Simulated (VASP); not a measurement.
Calculation: optB86b-vdW, VASP's PBE PAW potentials (set 64) (plane waves; VASP 6.6.1).

VASP ran on this input.

File KPOINTS:
```
Automatic mesh
0
gamma
 11 11 11
```

### POSCAR
```
BP
1
    0.0000000000     2.2712852793     2.2712852793
    2.2712852793    -0.0000000000     2.2712852793
    2.2712852793     2.2712852793    -0.0000000000
B P
1 1
Direct
  0.0000000000   0.0000000000   0.0000000000
  0.2500000000   0.2500000000   0.2500000000
```

**INCAR**
```
LUSE_VDW = .True.
LREAL = .False.   # projection in real space or not
GGA = MK
PARAM2 = 1.0
EDIFF = 1E-7
LASPH = .True.
ENCUT = 520   # plane-wave cut-off (eV)
NELM = 100
PARAM1 = 0.1234
AGGAC = 0.0
ISMEAR = -5
SYSTEM = BP
PREC = Accurate
NEDOS = 601   # DOS grid
ALGO = Normal   # blocked Davidson
LORBIT = 11   # lm-projected
LWAVE = .False.
LCHARG = .True.
ISIF = 2   # forces and stress, cell fixed
```

POTCAR, in this order: B P (PBE.64 set). Program: vasp_std.

**Question.** What will the output report for the number of irreducible k-points (NKPTS), largest plane-wave count, number of space-group operations, FFT grid (NGX, NGY, NGZ)?

**Answer.** 
| Item | Value |
|---|---|
| number of irreducible k-points (NKPTS) | 56 |
| largest plane-wave count | 642 |
| number of space-group operations | 24 |
| FFT grid (NGX, NGY, NGZ) | 24 × 24 × 24 |

The compound is BP in the zinc blende structure. It was relaxed first.
